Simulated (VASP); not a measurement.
Method: PBE GGA, VASP's PBE PAW potentials (set 64) (plane waves; VASP).

VASP ran on this input.

### POSCAR
```
Te
1.0
  2.1995410000  -3.7812050000   0.0000000000
  2.1995410000   3.7812050000   0.0000000000
  0.0000000000   0.0000000000   5.9697110000
Te
3
Cart
  0.5784792830   0.9944569150   3.9798093232
  3.2421234340   0.0000000000   0.0000000000
  0.6388478853  -0.9944569150   1.9899016768
```

KPOINTS:
```
Regular mesh
0
G
5 5 4
```

**INCAR**
```
ALGO  =  Normal
EDIFF  =  1E-6
ENCUT  =  775
GGA  =  PE
ISIF  =  2
ISMEAR  =  0
LASPH  =  T
LCHARG  =  F
LMAXMIX  =  4
LREAL  =  F
LWAVE  =  F
NELM  =  100
PREC  =  Accurate
SIGMA  =  0.05
SYSTEM  =  Te
```

POTCAR, in this order: Te (PBE.64 set). Program: vasp_std.

Task: Predict the energy per atom (σ→0), pressure, largest force.

Result: 
```
Property                       Result
---------------------  --------------
energy per atom (σ→0)  -3.122 eV/atom
pressure                     2.90 GPa
largest force              0.476 eV/Å
```

File OSZICAR:
```
...
DAV:   6    -0.936841506041E+01    0.16419E-01   -0.20866E-02  1451   0.100E+00    0.815E+00
DAV:   7    -0.936632403281E+01    0.20910E-02   -0.42162E-02  1366   0.145E+00    0.347E-01
DAV:   8    -0.936557445574E+01    0.74958E-03   -0.79392E-03  1341   0.581E-01    0.156E-01
DAV:   9    -0.936561146922E+01   -0.37013E-04   -0.23850E-04  1708   0.116E-01    0.121E-01
DAV:  10    -0.936565662414E+01   -0.45155E-04   -0.52878E-05  1356   0.524E-02    0.236E-02
DAV:  11    -0.936565093565E+01    0.56885E-05   -0.23632E-05  1341   0.353E-02    0.222E-02
DAV:  12    -0.936565078617E+01    0.14949E-06   -0.33460E-06  1358   0.119E-02
   1 F= -.93656508E+01 E0= -.93656508E+01  d E =-.101630E-12
```

The compound is Te in the trig structure. The cell was not relaxed at this level, atoms are displaced from their ideal sites. The run is one of a series of settings (ENCUT = 775 against the base run), some of them coarse on purpose.
